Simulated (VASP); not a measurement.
Output of a VASP run:

File OUTCAR:
```
 ion  position               nearest neighbor table
   1  0.862  0.138  0.250-   4 3.02   4 3.02   4 3.02   4 3.02   3 3.03   3 3.22   3 3.22   2 3.62
                             2 3.62   2 3.83   2 3.83   2 3.83   2 3.83
   2  0.138  0.862  0.750-   3 3.02   3 3.02   3 3.02   3 3.02   4 3.03   4 3.22   4 3.22   1 3.62
                             1 3.62   1 3.83   1 3.83   1 3.83   1 3.83
   3  0.583  0.417  0.250-   4 2.72   4 2.72   2 3.02   2 3.02   2 3.02   2 3.02   1 3.03   1 3.22
                             1 3.22
   4  0.417  0.583  0.750-   3 2.72   3 2.72   1 3.02   1 3.02   1 3.02   1 3.02   2 3.03   2 3.22
                             2 3.22
  LATTYP: Found a base centered orthorhombic cell.
 ALAT       =     4.3020000000
 B/A-ratio  =     2.5244072524
 C/A-ratio  =     0.9467689447
 Subroutine PRICEL returns:
 Original cell was already a primitive cell.
 Subroutine GETGRP returns: Found  8 space group operations
The static configuration has the point symmetry C_2h.
 The point group associated with its full space group is D_2h.
The dynamic configuration has the point symmetry C_2h.
 Subroutine INISYM returns: Found  8 space group operations
 Subroutine IBZKPT returns following result:
 Found     52 irreducible k-points:

 Following reciprocal coordinates:
            Coordinates               Weight
  0.000000  0.000000  0.000000      1.000000
  0.166667  0.000000  0.000000      4.000000
  0.333333  0.000000  0.000000      4.000000
  0.500000  0.000000  0.000000      2.000000
  0.166667  0.166667  0.000000      2.000000
  0.333333  0.166667  0.000000      4.000000
  0.500000  0.166667  0.000000      4.000000
 -0.333333  0.166667  0.000000      4.000000
 -0.166667  0.166667  0.000000      2.000000
  0.333333  0.333333  0.000000      2.000000
  0.500000  0.333333  0.000000      4.000000
 -0.333333  0.333333  0.000000      2.000000
  0.500000  0.500000  0.000000      1.000000
  0.000000  0.000000  0.166667      2.000000
  0.166667  0.000000  0.166667      8.000000
  0.333333  0.000000  0.166667      8.000000
  0.500000  0.000000  0.166667      4.000000
  0.166667  0.166667  0.166667      4.000000
  0.333333  0.166667  0.166667      8.000000
  0.500000  0.166667  0.166667      8.000000
 -0.333333  0.166667  0.166667      8.000000
 -0.166667  0.166667  0.166667      4.000000
  0.333333  0.333333  0.166667      4.000000
  0.500000  0.333333  0.166667      8.000000
 -0.333333  0.333333  0.166667      4.000000
  0.500000  0.500000  0.166667      2.000000
  0.000000  0.000000  0.333333      2.000000
  0.166667  0.000000  0.333333      8.000000
  0.333333  0.000000  0.333333      8.000000
  0.500000  0.000000  0.333333      4.000000
  0.166667  0.166667  0.333333      4.000000
  0.333333  0.166667  0.333333      8.000000
  0.500000  0.166667  0.333333      8.000000
 -0.333333  0.166667  0.333333      8.000000
 -0.166667  0.166667  0.333333      4.000000
  0.333333  0.333333  0.333333      4.000000
  0.500000  0.333333  0.333333      8.000000
 -0.333333  0.333333  0.333333      4.000000
  0.500000  0.500000  0.333333      2.000000
  0.000000  0.000000  0.500000      1.000000
   k-points           NKPTS =     52   k-points in BZ     NKDIM =     52   number of bands    NBANDS=     28
   number of dos      NEDOS =    301   number of ions     NIONS =      4
   total plane-waves  NPLWV =  31104
   dimension x,y,z NGX =    36 NGY =   36 NGZ =   24
   dimension x,y,z NGXF=    72 NGYF=   72 NGZF=   48
   ions per type =               2   2
   PREC   = accura    normal or accurate (medium, high low for compatibility)
   ISTART =      0    job   : 0-new  1-cont  2-samecut
   ICHARG =      2    charge: 1-file 2-atom 10-const
   ISPIN  =      1    spin polarized calculation?
   LNONCOLLINEAR =      F non collinear calculations
   LSORBIT =      F    spin-orbit coupling
   INIWAV =      1    electr: 0-lowe 1-rand  2-diag
   ENCUT  =  300.0 eV  22.05 Ry    4.70 a.u.   8.25  8.25  5.75*2*pi/ulx,y,z
   NELM   =    100;   NELMIN=  2; NELMDL= -5     # of ELM steps
...
```

File OSZICAR:
```
...
DAV:   5    -0.239971435362E+02   -0.52368E-06   -0.34191E-05  3492   0.358E-02    0.211E-02
DAV:   6    -0.239971431450E+02    0.39118E-06   -0.74686E-06  3640   0.204E-02
  10 F= -.23997143E+02 E0= -.23938517E+02  d E =-.128090E-02
       N       E                     dE             d eps       ncg     rms          rms(c)
DAV:   1    -0.239972275784E+02   -0.84042E-04   -0.37508E-03  3212   0.502E-01    0.638E-02
DAV:   2    -0.239971745210E+02    0.53057E-04   -0.31274E-04  3692   0.172E-01    0.331E-02
DAV:   3    -0.239971491849E+02    0.25336E-04   -0.46383E-05  4328   0.515E-02    0.169E-02
DAV:   4    -0.239971477977E+02    0.13872E-05   -0.11008E-05  4168   0.168E-02    0.128E-02
DAV:   5    -0.239971477881E+02    0.95979E-08   -0.11485E-06  2084   0.722E-03
  11 F= -.23997148E+02 E0= -.23938461E+02  d E =-.128555E-02
       N       E                     dE             d eps       ncg     rms          rms(c)
DAV:   1    -0.239979700175E+02   -0.82222E-03   -0.80819E-02  3032   0.213E+00    0.246E-01
DAV:   2    -0.239976520570E+02    0.31796E-03   -0.48283E-03  3456   0.630E-01    0.123E-01
DAV:   3    -0.239973799458E+02    0.27211E-03   -0.57913E-04  3848   0.197E-01    0.561E-02
DAV:   4    -0.239973469090E+02    0.33037E-04   -0.16121E-04  4340   0.869E-02    0.403E-02
DAV:   5    -0.239973455544E+02    0.13546E-05   -0.17071E-05  3528   0.282E-02    0.189E-02
DAV:   6    -0.239973451436E+02    0.41079E-06   -0.38451E-06  2672   0.171E-02
  12 F= -.23997345E+02 E0= -.23938383E+02  d E =-.197355E-03
       N       E                     dE             d eps       ncg     rms          rms(c)
DAV:   1    -0.239979114344E+02   -0.56588E-03   -0.72955E-02  3048   0.202E+00    0.232E-01
DAV:   2    -0.239976217093E+02    0.28973E-03   -0.43326E-03  3452   0.598E-01    0.117E-01
DAV:   3    -0.239973764393E+02    0.24527E-03   -0.52344E-04  3852   0.188E-01    0.528E-02
DAV:   4    -0.239973468962E+02    0.29543E-04   -0.14538E-04  4340   0.825E-02    0.379E-02
DAV:   5    -0.239973456506E+02    0.12456E-05   -0.15237E-05  3532   0.267E-02    0.178E-02
DAV:   6    -0.239973452785E+02    0.37205E-06   -0.34600E-06  2668   0.163E-02
  13 F= -.23997345E+02 E0= -.23938128E+02  d E =-.197490E-03
       N       E                     dE             d eps       ncg     rms          rms(c)
DAV:   1    -0.239975030032E+02   -0.15735E-03   -0.17795E-02  2936   0.995E-01    0.116E-01
DAV:   2    -0.239974349689E+02    0.68034E-04   -0.10681E-03  3432   0.296E-01    0.573E-02
DAV:   3    -0.239973754747E+02    0.59494E-04   -0.12876E-04  3920   0.923E-02    0.263E-02
DAV:   4    -0.239973683608E+02    0.71139E-05   -0.34860E-05  4336   0.399E-02    0.189E-02
DAV:   5    -0.239973680275E+02    0.33333E-06   -0.34566E-06  2804   0.128E-02
  14 F= -.23997368E+02 E0= -.23938273E+02  d E =-.220239E-03
       N       E                     dE             d eps       ncg     rms          rms(c)
DAV:   1    -0.239975122027E+02   -0.14384E-03   -0.10270E-02  3052   0.705E-01    0.808E-02
DAV:   2    -0.239974545212E+02    0.57681E-04   -0.49752E-04  3500   0.220E-01    0.430E-02
DAV:   3    -0.239974197601E+02    0.34761E-04   -0.72421E-05  3780   0.639E-02    0.164E-02
DAV:   4    -0.239974159290E+02    0.38311E-05   -0.19352E-05  4188   0.270E-02    0.124E-02
DAV:   5    -0.239974159220E+02    0.70640E-08   -0.20097E-06  2476   0.981E-03
  15 F= -.23997416E+02 E0= -.23938375E+02  d E =-.478944E-04
```

### OUTCAR
```
------------------------ aborting loop because EDIFF is reached ----------------------------------------
  FORCE on cell =-STRESS in cart. coord.  units (eV):
  Direction    XX          YY          ZZ          XY          YZ          ZX
  --------------------------------------------------------------------------------------
  Total        0.0084153     -0.0163644      0.0069065      0.0000000      0.0000000      0.0000000
  in kB        0.1504347     -0.2925341      0.1234625      0.0000000      0.0000000      0.0000000
  external PRESSURE =      -0.0062123 kB  Pullay stress =       0.0000000 kB
  volume of cell :       89.63
      direct lattice vectors                 reciprocal lattice vectors
     2.119163036 -5.335587210 -0.000000000     0.235942205 -0.093710398  0.000000000
     2.119163036  5.335587210  0.000000000     0.235942205  0.093710398 -0.000000000
     0.000000000  0.000000000  3.963307446     0.000000000 -0.000000000  0.252314516
 POSITION                                       TOTAL-FORCE (eV/Angst)
 -----------------------------------------------------------------------------------
      2.11916     -3.83587      0.99083         0.000000     -0.005907     -0.000000
      2.11916      3.83587      2.97248         0.000000      0.005907      0.000000
      2.11916     -0.80911      0.99083         0.000000      0.007440      0.000000
      2.11916      0.80911      2.97248         0.000000     -0.007440     -0.000000
 -----------------------------------------------------------------------------------
    total drift:                               -0.000000     -0.000000     -0.000000
  FREE ENERGIE OF THE ION-ELECTRON SYSTEM (eV)
  ---------------------------------------------------
  free  energy   TOTEN  =       -23.9974159220 eV

  energy  without entropy=      -23.8793333746  energy(sigma->0) =      -23.93837465

 reached required accuracy - stopping structural energy minimisation
```
(Selected blocks of OUTCAR.)

### POSCAR
```
YGa
1
    2.1510000000    -5.4300000000     0.0000000000
    2.1510000000     5.4300000000     0.0000000000
    0.0000000000     0.0000000000     4.0730000000
Y Ga
2 2
Direct
  0.8620000000   0.1380000000   0.2500000000
  0.1380000000   0.8620000000   0.7500000000
  0.5830000000   0.4170000000   0.2500000000
  0.4170000000   0.5830000000   0.7500000000
```

### Question
Reconstruct the remaining input files.

### Answer
One answer among several that fit: the input of the run itself, LDA (Ceperley-Alder, Perdew-Zunger), plane waves, VASP's LDA PAW potentials (set 64).

KPOINTS:
```
kpoints
0
gamma
 6 6 6
0 0 0
```

### INCAR
```
ALGO = Normal
EDIFF = 1E-6
EDIFFG = -0.01
ENCUT = 300
IBRION = 2
ISIF = 3
ISMEAR = -1
LASPH = .TRUE.
LCHARG = .FALSE.
LMAXMIX = 4
LREAL = .FALSE.
LWAVE = .FALSE.
NELM = 100
NSW = 50
PREC = Accurate
SIGMA = 0.1
SYSTEM = YGa
```

POTCAR, in this order: Y_sv Ga_d (LDA.64 set). Program: vasp_std.

At this cut-off the stress carries a Pulay error, which pulls relaxed volumes low. Energy and stress use the plane-wave basis of the starting cell.

The structure comes from a measured YGa entry of the Crystallography Open Database, whose conditions weren't checked. This run relaxes it. Symmetry was kept, so distortions that lower it aren't found. The run is one of a series of settings (EDIFFG = -0.01, IBRION = 2, ISIF = 3, NSW = 50 against the base run), some of them coarse on purpose.
